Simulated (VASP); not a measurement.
Level of theory: PBEsol GGA, VASP's PBE PAW potentials (set 64) (plane waves; VASP).

VASP ran on this input.

KPOINTS:
```
kpoints
0
gamma
  12 12 1
0 0 0
```

POSCAR:
```
Cu(111) slab
1.0
  2.5227565885   0.0000000000   0.0000000000
 -1.2613787884   2.1847712170   0.0000000000
  0.0000000000   0.0000000000  25.1234221429
Cu
5
Cartesian
  1.2613793909   0.7282563441   8.4420728021
 -0.0000015908   1.4565148729  10.5018919368
  0.0000000000   0.0000000000  12.5617110715
  1.2613793909   0.7282563441  14.6215302061
 -0.0000015908   1.4565148729  16.6813493408
```

**INCAR**
```
ALGO = Normal
DIPOL = 0.5 0.5 0.5
EDIFF = 1E-5
EDIFFG = -0.03
ENCUT = 400
GGA = PS
IBRION = 2
IDIPOL = 3
ISIF = 2
ISMEAR = 1
LASPH = .TRUE.
LCHARG = .FALSE.
LDIPOL = .TRUE.
LMAXMIX = 4
LREAL = .FALSE.
LWAVE = .TRUE.
NELM = 100
NELMIN = 4
NSW = 50
PREC = Normal
SIGMA = 0.1
SYSTEM = Cu(111) slab
```

POTCAR, in this order: Cu (PBE.64 set). Program: vasp_std.

Output of the run:

### OSZICAR
```
       N       E                     dE             d eps       ncg     rms          rms(c)
DAV:   1     0.442378418167E+03    0.44238E+03   -0.21189E+04  1254   0.184E+03
DAV:   2     0.160594147146E+02   -0.42632E+03   -0.41620E+03  1262   0.392E+02
DAV:   3    -0.238975995436E+02   -0.39957E+02   -0.38319E+02  1377   0.178E+02
DAV:   4    -0.254931480963E+02   -0.15955E+01   -0.15876E+01  1464   0.414E+01
DAV:   5    -0.255372533527E+02   -0.44105E-01   -0.44061E-01  1578   0.575E+00    0.185E+01
DAV:   6    -0.227906783282E+02    0.27466E+01   -0.61875E+01  1463   0.143E+02    0.100E+01
DAV:   7    -0.204512806614E+02    0.23394E+01   -0.12200E+01  1589   0.616E+01    0.110E+00
DAV:   8    -0.204777867236E+02   -0.26506E-01   -0.87601E-01  1709   0.351E+01    0.189E+00
DAV:   9    -0.204354743023E+02    0.42312E-01   -0.24694E-01  1864   0.190E+01    0.110E+00
DAV:  10    -0.204181050218E+02    0.17369E-01   -0.70909E-02  1855   0.612E+00    0.359E-01
DAV:  11    -0.204166307202E+02    0.14743E-02   -0.27618E-02  1575   0.543E+00    0.245E-01
DAV:  12    -0.204153748608E+02    0.12559E-02   -0.87727E-03  1589   0.219E+00    0.730E-02
DAV:  13    -0.204150600677E+02    0.31479E-03   -0.11731E-03  1905   0.128E+00    0.704E-02
DAV:  14    -0.204149344437E+02    0.12562E-03   -0.79682E-04  1517   0.100E+00    0.296E-02
DAV:  15    -0.204149679709E+02   -0.33527E-04   -0.23279E-04  1881   0.239E-01    0.955E-03
DAV:  16    -0.204150723253E+02   -0.10435E-03   -0.26827E-05   944   0.567E-02    0.586E-03
DAV:  17    -0.204151664080E+02   -0.94083E-04   -0.12200E-05   853   0.623E-02    0.586E-03
DAV:  18    -0.204152212216E+02   -0.54814E-04   -0.13444E-05   865   0.512E-02    0.301E-03
DAV:  19    -0.204152354078E+02   -0.14186E-04   -0.10182E-05   895   0.344E-02    0.267E-03
DAV:  20    -0.204152397190E+02   -0.43112E-05   -0.25904E-06   922   0.350E-02
   1 F= -.20415240E+02 E0= -.20414997E+02  d E =-.204152E+02
       N       E                     dE             d eps       ncg     rms          rms(c)
DAV:   1    -0.204159341239E+02   -0.69872E-03   -0.39032E-01  1274   0.356E+00    0.444E-02
DAV:   2    -0.204165371981E+02   -0.60307E-03   -0.63727E-03  2003   0.102E+00    0.519E-02
DAV:   3    -0.204165154897E+02    0.21708E-04   -0.25725E-04  1521   0.574E-01    0.362E-02
DAV:   4    -0.204165091631E+02    0.63266E-05   -0.45530E-05  1168   0.262E-01
   2 F= -.20416509E+02 E0= -.20416278E+02  d E =-.126944E-02
       N       E                     dE             d eps       ncg     rms          rms(c)
DAV:   1    -0.204126329833E+02    0.38825E-02   -0.35208E+00  1272   0.107E+01    0.151E-01
DAV:   2    -0.204186671881E+02   -0.60342E-02   -0.64609E-02  1951   0.364E+00    0.188E-01
DAV:   3    -0.204183056086E+02    0.36158E-03   -0.32541E-03  1586   0.233E+00    0.110E-01
DAV:   4    -0.204182443049E+02    0.61304E-04   -0.66536E-04  1909   0.798E-01    0.943E-02
DAV:   5    -0.204181479484E+02    0.96357E-04   -0.59349E-04  1997   0.633E-01    0.348E-02
DAV:   6    -0.204181484615E+02   -0.51318E-06   -0.20851E-04  1726   0.731E-01    0.222E-02
DAV:   7    -0.204181406482E+02    0.78133E-05   -0.43637E-05  1237   0.315E-01
   3 F= -.20418141E+02 E0= -.20417869E+02  d E =-.290093E-02
       N       E                     dE             d eps       ncg     rms          rms(c)
DAV:   1    -0.204179355698E+02    0.21289E-03   -0.84594E-01  1273   0.543E+00    0.597E-02
DAV:   2    -0.204193540651E+02   -0.14185E-02   -0.14712E-02  1855   0.152E+00    0.765E-02
DAV:   3    -0.204193186983E+02    0.35367E-04   -0.55300E-04  1639   0.775E-01    0.554E-02
DAV:   4    -0.204193019781E+02    0.16720E-04   -0.10774E-04  1519   0.398E-01    0.511E-02
DAV:   5    -0.204192507171E+02    0.51261E-04   -0.22049E-04  1840   0.142E-01    0.174E-02
DAV:   6    -0.204192467112E+02    0.40058E-05   -0.10421E-05   868   0.103E-01
   4 F= -.20419247E+02 E0= -.20418933E+02  d E =-.110606E-02
       N       E                     dE             d eps       ncg     rms          rms(c)
DAV:   1    -0.204118994138E+02    0.73513E-02   -0.52921E+00  1272   0.137E+01    0.163E-01
DAV:   2    -0.204211297510E+02   -0.92303E-02   -0.96976E-02  1873   0.417E+00    0.216E-01
DAV:   3    -0.204207325194E+02    0.39723E-03   -0.40277E-03  1639   0.231E+00    0.145E-01
DAV:   4    -0.204206187625E+02    0.11376E-03   -0.87605E-04  1701   0.103E+00    0.131E-01
DAV:   5    -0.204202477052E+02    0.37106E-03   -0.10605E-03  2106   0.550E-01    0.356E-02
DAV:   6    -0.204202450327E+02    0.26725E-05   -0.17757E-04  2002   0.513E-01    0.244E-02
DAV:   7    -0.204202383850E+02    0.66477E-05   -0.51583E-05  1250   0.344E-01
   5 F= -.20420238E+02 E0= -.20419831E+02  d E =-.209774E-02
```

**OUTCAR**
```
------------------------ aborting loop because EDIFF is reached ----------------------------------------
  FORCE on cell =-STRESS in cart. coord.  units (eV):
  Direction    XX          YY          ZZ          XY          YZ          ZX
  --------------------------------------------------------------------------------------
  Total       -1.3987898     -1.3987897     -0.4456089      0.0000003      0.0000000      0.0000000
  in kB      -16.1846358    -16.1846346     -5.1558984      0.0000037      0.0000000      0.0000000
  external PRESSURE =     -12.5083896 kB  Pullay stress =       0.0000000 kB
  volume of cell :      138.47
      direct lattice vectors                 reciprocal lattice vectors
     2.522756589  0.000000000  0.000000000     0.396391790  0.228857004  0.000000000
    -1.261378788  2.184771217  0.000000000     0.000000000  0.457713829  0.000000000
     0.000000000  0.000000000 25.123422143     0.000000000  0.000000000  0.039803495
 POSITION                                       TOTAL-FORCE (eV/Angst)
 -----------------------------------------------------------------------------------
      1.26138      0.72826      8.48646         0.000000      0.000000     -0.016582
     -0.00000      1.45651     10.52159         0.000000      0.000000      0.007571
      0.00000      0.00000     12.56171         0.000000      0.000000      0.000000
      1.26138      0.72826     14.60184         0.000000      0.000000     -0.007571
     -0.00000      1.45651     16.63696        -0.000000     -0.000000      0.016582
 -----------------------------------------------------------------------------------
    total drift:                                0.000000      0.000000      0.000000
  FREE ENERGIE OF THE ION-ELECTRON SYSTEM (eV)
  ---------------------------------------------------
  free  energy   TOTEN  =       -20.4202383850 eV

  energy  without entropy=      -20.4190170725  energy(sigma->0) =      -20.41983128

 reached required accuracy - stopping structural energy minimisation
```
(Selected blocks of OUTCAR.)

### CONTCAR
```
Cu(111) slab
   1.00000000000000
     2.5227565885000001    0.0000000000000000    0.0000000000000000
    -1.2613787884000001    2.1847712170000002    0.0000000000000000
     0.0000000000000000    0.0000000000000000   25.1234221429000009
  Cu
     5
Direct
     0.6666669999999968    0.3333330000000032    0.3377907473643039
     0.3333330000000032    0.6666669999999968    0.4187959220990845
     0.0000000000000000    0.0000000000000000    0.5000000000000000
     0.6666669999999968    0.3333330000000032    0.5812040779009156
     0.3333330000000032    0.6666669999999968    0.6622092526356961
```

The cell is a thin slab with vacuum, built from Cu (fcc): (111) face.
